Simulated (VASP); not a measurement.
Method: LDA (Ceperley-Alder, Perdew-Zunger), VASP's LDA PAW potentials (set 64) (plane waves; VASP 6.6.1).

The input files of a VASP run:

File KPOINTS:
```
K-points
0
gamma
  18 18 18
```

File POSCAR:
```
Ir
2.7002050
  0.0000000000   0.7071068711   0.7071068711
  0.7071068711   0.0000000000   0.7071068711
  0.7071068711   0.7071068711   0.0000000000
Ir
1
direct
  1.0000000000   0.0000000000   0.0000000000
```

**INCAR**
```
SYSTEM  =  Ir
PREC  =  Accurate; ENCUT  =  520; LREAL  =  .FALSE.
LASPH  =  .TRUE.
EDIFF  =  1E-7; NELM  =  100; ALGO  =  Normal
LMAXMIX  =  6
ISMEAR  =  -5
ISIF  =  2
LWAVE  =  .FALSE.; LCHARG  =  .TRUE.; LORBIT  =  11
NEDOS  =  601
```

POTCAR, in this order: Ir (LDA.64 set). Program: vasp_std.

What VASP printed:

**OUTCAR**
```
 ion  position               nearest neighbor table
   1  0.000  0.000  0.000-
  LATTYP: Found a face centered cubic cell.
 ALAT       =     3.8186670176
 Subroutine PRICEL returns:
 Original cell was already a primitive cell.
 Subroutine GETGRP returns: Found 48 space group operations
The static configuration has the point symmetry O_h .
The dynamic configuration has the point symmetry O_h .
 Subroutine INISYM returns: Found 48 space group operations
 Subroutine IBZKPT returns following result:
 Found    195 irreducible k-points:

 Following reciprocal coordinates:
            Coordinates               Weight
  0.000000  0.000000  0.000000      1.000000
  0.055556  0.000000  0.000000      8.000000
  0.111111  0.000000  0.000000      8.000000
  0.166667  0.000000  0.000000      8.000000
  0.222222  0.000000  0.000000      8.000000
  0.277778  0.000000  0.000000      8.000000
  0.333333  0.000000  0.000000      8.000000
  0.388889  0.000000  0.000000      8.000000
  0.444444  0.000000  0.000000      8.000000
  0.500000  0.000000  0.000000      4.000000
  0.055556  0.055556  0.000000      6.000000
  0.111111  0.055556  0.000000     24.000000
  0.166667  0.055556  0.000000     24.000000
  0.222222  0.055556  0.000000     24.000000
  0.277778  0.055556  0.000000     24.000000
  0.333333  0.055556  0.000000     24.000000
  0.388889  0.055556  0.000000     24.000000
  0.444444  0.055556  0.000000     24.000000
  0.500000  0.055556  0.000000     24.000000
 -0.444444  0.055556  0.000000     24.000000
 -0.388889  0.055556  0.000000     24.000000
 -0.333333  0.055556  0.000000     24.000000
 -0.277778  0.055556  0.000000     24.000000
 -0.222222  0.055556  0.000000     24.000000
 -0.166667  0.055556  0.000000     24.000000
 -0.111111  0.055556  0.000000     24.000000
 -0.055556  0.055556  0.000000     12.000000
  0.111111  0.111111  0.000000      6.000000
  0.166667  0.111111  0.000000     24.000000
  0.222222  0.111111  0.000000     24.000000
  0.277778  0.111111  0.000000     24.000000
  0.333333  0.111111  0.000000     24.000000
  0.388889  0.111111  0.000000     24.000000
  0.444444  0.111111  0.000000     24.000000
  0.500000  0.111111  0.000000     24.000000
 -0.444444  0.111111  0.000000     24.000000
 -0.388889  0.111111  0.000000     24.000000
 -0.333333  0.111111  0.000000     24.000000
 -0.277778  0.111111  0.000000     24.000000
 -0.222222  0.111111  0.000000     24.000000
   k-points           NKPTS =    195   k-points in BZ     NKDIM =    195   number of bands    NBANDS=      8
   number of dos      NEDOS =    601   number of ions     NIONS =      1
   total plane-waves  NPLWV =   8000
   dimension x,y,z NGX =    20 NGY =   20 NGZ =   20
   dimension x,y,z NGXF=    40 NGYF=   40 NGZF=   40
   ions per type =               1
   PREC   = accura    normal or accurate (medium, high low for compatibility)
   ISTART =      0    job   : 0-new  1-cont  2-samecut
   ICHARG =      2    charge: 1-file 2-atom 10-const
   ISPIN  =      1    spin polarized calculation?
   LNONCOLLINEAR =      F non collinear calculations
   LSORBIT =      F    spin-orbit coupling
   INIWAV =      1    electr: 0-lowe 1-rand  2-diag
   ENCUT  =  520.0 eV  38.22 Ry    6.18 a.u.   5.02  5.02  5.02*2*pi/ulx,y,z
   NELM   =    100;   NELMIN=  2; NELMDL= -5     # of ELM steps
   EDIFF  = 0.1E-06   stopping-criterion for ELM
   LREAL  =      F    real-space projection
   NLSPLINE    = F    spline interpolate recip. space projectors
   LMAXMIX     =    6 max onsite mixed and CHGCAR
   VOSKOWN=      0    Vosko Wilk Nusair interpolation
...
```

### OSZICAR
```
       N       E                     dE             d eps       ncg     rms          rms(c)
DAV:   1     0.425685232447E+02    0.42569E+02   -0.45189E+03  3160   0.103E+03
DAV:   2    -0.102627366923E+02   -0.52831E+02   -0.51552E+02  3144   0.209E+02
DAV:   3    -0.109324241544E+02   -0.66969E+00   -0.66831E+00  4488   0.316E+01
DAV:   4    -0.109374515980E+02   -0.50274E-02   -0.50150E-02  4000   0.201E+00
DAV:   5    -0.109374863250E+02   -0.34727E-04   -0.34452E-04  4600   0.105E-01    0.164E+01
DAV:   6    -0.104266717806E+02    0.51081E+00   -0.10739E+00  3736   0.146E+01    0.656E+00
DAV:   7    -0.103328840189E+02    0.93788E-01   -0.30636E-01  4184   0.716E+00    0.154E+00
DAV:   8    -0.103264685638E+02    0.64155E-02   -0.19309E-03  3432   0.704E-01    0.562E-01
DAV:   9    -0.103251951062E+02    0.12735E-02   -0.96493E-04  4176   0.556E-01    0.331E-02
DAV:  10    -0.103251941117E+02    0.99443E-06   -0.63078E-06  4352   0.305E-02    0.609E-03
DAV:  11    -0.103251948690E+02   -0.75723E-06   -0.24024E-07  4264   0.458E-03    0.633E-04
DAV:  12    -0.103251948440E+02    0.24931E-07   -0.55534E-09  2032   0.941E-04
   1 F= -.10325195E+02 E0= -.10325195E+02  d E =0.000000E+00
```

**OUTCAR**
```
------------------------ aborting loop because EDIFF is reached ----------------------------------------
  FORCE on cell =-STRESS in cart. coord.  units (eV):
  Direction    XX          YY          ZZ          XY          YZ          ZX
  --------------------------------------------------------------------------------------
  Total        0.0060691      0.0060691      0.0060691      0.0000000      0.0000000      0.0000000
  in kB        0.6984897      0.6984897      0.6984897      0.0000000      0.0000000      0.0000000
  external PRESSURE =       0.6984897 kB  Pullay stress =       0.0000000 kB
  volume of cell :       13.92
      direct lattice vectors                 reciprocal lattice vectors
     0.000000000  1.909333509  1.909333509    -0.261871484  0.261871484  0.261871484
     1.909333509  0.000000000  1.909333509     0.261871484 -0.261871484  0.261871484
     1.909333509  1.909333509  0.000000000     0.261871484  0.261871484 -0.261871484
 POSITION                                       TOTAL-FORCE (eV/Angst)
 -----------------------------------------------------------------------------------
      0.00000      0.00000      0.00000         0.000000     -0.000000      0.000000
 -----------------------------------------------------------------------------------
    total drift:                               -0.000000     -0.000000     -0.000000
  FREE ENERGIE OF THE ION-ELECTRON SYSTEM (eV)
  ---------------------------------------------------
  free  energy   TOTEN  =       -10.3251948440 eV

  energy  without entropy=      -10.3251948440  energy(sigma->0) =      -10.32519484

 total charge

# of ion       s       p       d       tot
------------------------------------------
    1        0.686   0.758   7.026   8.471
```
(Selected blocks of OUTCAR.)

For a metal the tetrahedron method with Blöchl corrections gives inexact stress and forces.

The compound is Ir in the fcc structure. It was relaxed first.
